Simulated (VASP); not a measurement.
A convergence study with VASP on HfC (rock salt): one setting is varied, all else stays as given below, so the limit is that of these other settings. Each run relaxes cell and ions from the cell shown. The basis is that of the starting cell, so low cut-offs carry a Pulay error.

```yaml
crystal:
  lattice:
    - [0.00000, 2.32000, 2.32000]
    - [2.32000, 0.00000, 2.32000]
    - [2.32000, 2.32000, 0.00000]
  atoms:
    - { symbol: Hf, position: [0.00000, 0.00000, 0.00000] }
    - { symbol: C, position: [0.50000, 0.50000, 0.50000] }
```

Level of theory: PBE GGA, VASP's PBE PAW potentials (set 64) (plane waves; VASP 6.6.1). The tightest run used: 800 eV cut-off, 11×11×11 Γ-centred mesh, first-order Methfessel-Paxton smearing of 0.10 eV, potentials Hf_pv C.

**Question.** The settings run are ENCUT = 250; ENCUT = 300; ENCUT = 350; ENCUT = 400; ENCUT = 450; ENCUT = 500; ENCUT = 550; ENCUT = 600; ENCUT = 650; ENCUT = 700; ENCUT = 750; ENCUT = 800. From which on does the relaxed volume stay within 0.02 Å³/atom of the tightest run?

**Answer.** From ENCUT = 450 on: it is off by 0.008 there and by no more than 0.02 in any finer run, while ENCUT = 400 is off by 0.046.
| setting | relaxed volume (Å³/atom) | E (eV/atom) | plane waves | difference judged (Å³/atom) |
|---|---|---|---|---|
| ENCUT = 250 | 11.938 | -10.5574 | 232 | 0.608 |
| ENCUT = 300 | 12.228 | -10.5311 | 306 | 0.319 |
| ENCUT = 350 | 12.405 | -10.5229 | 379 | 0.142 |
| ENCUT = 400 | 12.501 | -10.5242 | 465 | 0.046 |
| ENCUT = 450 | 12.538 | -10.5228 | 556 | 0.008 |
| ENCUT = 500 | 12.549 | -10.5220 | 643 | 0.002 |
| ENCUT = 550 | 12.548 | -10.5220 | 748 | 0.002 |
| ENCUT = 600 | 12.545 | -10.5225 | 869 | 0.002 |
| ENCUT = 650 | 12.543 | -10.5231 | 954 | 0.003 |
| ENCUT = 700 | 12.543 | -10.5237 | 1067 | 0.003 |
| ENCUT = 750 | 12.545 | -10.5241 | 1211 | 0.002 |
| ENCUT = 800 | 12.546 | -10.5243 | 1305 | 0.000 |

Left out are rungs that failed or repeat a setting and relaxations that didn't move; long series are thinned to 24 rows.

The compound is HfC in the rock salt structure.
